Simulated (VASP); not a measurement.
These are PBEsol GGA, VASP's PBE PAW potentials (set 64) (plane waves; VASP 6.6.1) values and carry that method's errors.

VASP input:

### KPOINTS
```
K-points
0
G
 11 11 11
```

### INCAR
```
ALGO = Normal
EDIFF = 1E-6
EDIFFG = -0.01
ENCUT = 400
GGA = PS
IBRION = 2
ISIF = 3
ISMEAR = 1
LASPH = T
LCHARG = F
LMAXMIX = 4
LREAL = F
LWAVE = F
NELM = 100
NSW = 60
PREC = Accurate
SIGMA = 0.1
SYSTEM = VAl
```

### POSCAR
```
VAl
1.0
  0.0000000000   2.5006175131   2.5006175131
  2.5006175131   0.0000000000   2.5006175131
  2.5006175131   2.5006175131   0.0000000000
V Al
1 1
Cartesian
  0.0000000000   0.0000000000   0.0000000000
  2.5006175131   2.5006175131   2.5006175131
```

POTCAR, in this order: V_sv Al (PBE.64 set). Program: vasp_std.

Output of the run:

OSZICAR:
```
       N       E                     dE             d eps       ncg     rms          rms(c)
DAV:   1     0.844694377257E+02    0.84469E+02   -0.73561E+03  1368   0.111E+03
DAV:   2    -0.127769666849E+02   -0.97246E+02   -0.94140E+02  1380   0.318E+02
DAV:   3    -0.148908409816E+02   -0.21139E+01   -0.20080E+01  1672   0.491E+01
DAV:   4    -0.149223773433E+02   -0.31536E-01   -0.31481E-01  1516   0.579E+00
DAV:   5    -0.149229883749E+02   -0.61103E-03   -0.61096E-03  1672   0.805E-01    0.183E+01
DAV:   6    -0.135647443307E+02    0.13582E+01   -0.25596E+01  1424   0.545E+01    0.898E+00
DAV:   7    -0.126723135072E+02    0.89243E+00   -0.67672E+00  1360   0.290E+01    0.309E+00
DAV:   8    -0.126537642912E+02    0.18549E-01   -0.17504E-01  1480   0.423E+00    0.577E-01
DAV:   9    -0.126511758149E+02    0.25885E-02   -0.13408E-02  1540   0.147E+00    0.157E-01
DAV:  10    -0.126511166004E+02    0.59215E-04   -0.60298E-04  1560   0.208E-01    0.111E-01
DAV:  11    -0.126511052202E+02    0.11380E-04   -0.41153E-05  1452   0.976E-02    0.151E-02
DAV:  12    -0.126511039997E+02    0.12205E-05   -0.99366E-06  1504   0.426E-02    0.480E-03
DAV:  13    -0.126511039417E+02    0.58024E-07   -0.14964E-07   728   0.417E-03
   1 F= -.12651104E+02 E0= -.12650991E+02  d E =-.126511E+02
       N       E                     dE             d eps       ncg     rms          rms(c)
DAV:   1    -0.126902946511E+02   -0.39191E-01   -0.59908E-01  1372   0.119E+01    0.205E+00
DAV:   2    -0.126718435560E+02    0.18451E-01   -0.48473E-01  1392   0.800E+00    0.144E+00
DAV:   3    -0.126518944828E+02    0.19949E-01   -0.90821E-02  1388   0.338E+00    0.184E-01
DAV:   4    -0.126513956640E+02    0.49882E-03   -0.18501E-03  1384   0.403E-01    0.318E-02
DAV:   5    -0.126513929717E+02    0.26924E-05   -0.36869E-05  1464   0.671E-02    0.235E-02
DAV:   6    -0.126513940548E+02   -0.10832E-05   -0.22772E-06  1444   0.205E-02    0.230E-03
DAV:   7    -0.126513938825E+02    0.17234E-06   -0.16720E-07   700   0.440E-03
   2 F= -.12651394E+02 E0= -.12651277E+02  d E =-.289941E-03
       N       E                     dE             d eps       ncg     rms          rms(c)
DAV:   1    -0.126573217478E+02   -0.59277E-02   -0.88230E-02  1372   0.458E+00    0.787E-01
DAV:   2    -0.126547921823E+02    0.25296E-02   -0.74683E-02  1388   0.313E+00    0.561E-01
DAV:   3    -0.126516401857E+02    0.31520E-02   -0.13549E-02  1396   0.131E+00    0.679E-02
DAV:   4    -0.126515727171E+02    0.67469E-04   -0.32121E-04  1408   0.141E-01    0.171E-02
DAV:   5    -0.126515690338E+02    0.36833E-05   -0.23271E-05  1448   0.544E-02    0.969E-03
DAV:   6    -0.126515684655E+02    0.56832E-06   -0.79966E-07   764   0.125E-02
   3 F= -.12651568E+02 E0= -.12651453E+02  d E =-.464524E-03
```

OUTCAR:
```
------------------------ aborting loop because EDIFF is reached ----------------------------------------
  FORCE on cell =-STRESS in cart. coord.  units (eV):
  Direction    XX          YY          ZZ          XY          YZ          ZX
  --------------------------------------------------------------------------------------
  Total       -0.0009769     -0.0009769     -0.0009769     -0.0000000      0.0000000      0.0000000
  in kB       -0.0503718     -0.0503718     -0.0503718     -0.0000000      0.0000000      0.0000000
  external PRESSURE =      -0.0503718 kB  Pullay stress =       0.0000000 kB
  volume of cell :       31.07
      direct lattice vectors                 reciprocal lattice vectors
     0.000000000  2.495223949  2.495223949    -0.200382815  0.200382815  0.200382815
     2.495223949 -0.000000000  2.495223949     0.200382815 -0.200382815  0.200382815
     2.495223949  2.495223949 -0.000000000     0.200382815  0.200382815 -0.200382815
 POSITION                                       TOTAL-FORCE (eV/Angst)
 -----------------------------------------------------------------------------------
      0.00000      0.00000     -0.00000         0.000000      0.000000     -0.000000
      2.49522      2.49522      2.49522        -0.000000      0.000000      0.000000
 -----------------------------------------------------------------------------------
    total drift:                                0.000000     -0.000000     -0.000000
  FREE ENERGIE OF THE ION-ELECTRON SYSTEM (eV)
  ---------------------------------------------------
  free  energy   TOTEN  =       -12.6515684655 eV

  energy  without entropy=      -12.6512225201  energy(sigma->0) =      -12.65145315

 reached required accuracy - stopping structural energy minimisation
```
(Selected blocks of OUTCAR.)

File CONTCAR:
```
VAl
   1.00000000000000
     0.0000000000000000    2.4952239489121535    2.4952239489121535
     2.4952239489121535   -0.0000000000000000    2.4952239489121535
     2.4952239489121535    2.4952239489121535   -0.0000000000000000
  V               Al
     1     1
Direct
     0.0000000000000000    0.0000000000000000    0.0000000000000000
     0.5000000000000000    0.5000000000000000    0.5000000000000000
```

The structure was generated: VAl was put into the rock salt type (Fm-3m), which need not be its known phase. This run relaxes it. Symmetry was kept, so distortions that lower it aren't found. The start is the result of an earlier pass. The run is not spin-polarised, so no magnetic state was tried.
